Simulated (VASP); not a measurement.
A run of VASP 6.6.1:

Contents of INCAR:

```
SYSTEM = W
PREC = Accurate
ENCUT = 520
EDIFF = 1E-7
ISMEAR = 0
SIGMA = 0.1
LREAL = .False.
LASPH = .True.
NELM = 80
ALGO = Normal
ISIF = 3
LWAVE = .False.
LCHARG = .False.
IBRION = 2
NSW = 80
EDIFFG = -0.002
```

The input KPOINTS:

```
Automatic mesh
0
Gamma
  18 18 18
  0 0 0
```

Contents of POSCAR:

```
W
1.0
   -1.5824000000      1.5824000000      1.5824000000
    1.5824000000     -1.5824000000      1.5824000000
    1.5824000000      1.5824000000     -1.5824000000
W
1
Direct
    0.0000000000      0.0000000000      0.0000000000
```

Potentials or basis: VASP PAW LDA potentials, release 64 (W_sv).

Launch:

```console
$ cat potpaw_LDA.64/W_sv/POTCAR > POTCAR
$ mpirun -np 1 vasp_std > vasp.out
```

Hardware: 1 thread of Intel(R) Xeon(R) 6975P-C (Granite Rapids), with other jobs on the host.

Problem. Estimate the wall time of this run.

Solution. It took 53 s on 1 thread of Intel(R) Xeon(R) 6975P-C (Granite Rapids), on a shared host, peak memory 0.15 GiB. Counts: scf iterations 44, k points 195, ion steps 7.
